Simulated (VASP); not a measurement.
Shape and ions are relaxed at each volume.

Input:

```
In
1.0
   -1.61637     1.61637     2.53944
    1.61637    -1.61637     2.53944
    1.61637     1.61637    -2.53944
In
1
Direct
  0.00000   0.00000   0.00000
```

The numbers are results of optB86b-vdW, VASP's PBE PAW potentials (set 64) (plane waves; VASP 6.6.1), not measurements. Numerical set-up: 520 eV cut-off, 16×16×16 Γ-centred mesh, first-order Methfessel-Paxton smearing of 0.10 eV, potentials In_d.

Q: Give the energy at these volumes per atom, relative to the lowest: 24.89, 25.69, 26.48, 27.27, 28.07 Å³.

A: 14.3, 3.6, 0.0, 2.3, 9.5 meV/atom. A third-order Birch-Murnaghan fit gives B0 = 39.0 GPa and B0′ = 5.4.

Measured: bulk modulus 44.7 GPa at 0 K (computed value off by -12.7 %), as given by K. Lejaeghere et al., Critical reviews in solid state and materials sciences/CRC critical reviews in solid state and materials sciences (2013), arXiv:1204.2733 [extrapolated to 0 K and zero-point effects removed (source: thermally corrected experimental values)].

The compound is In in the bct structure. It was relaxed first.
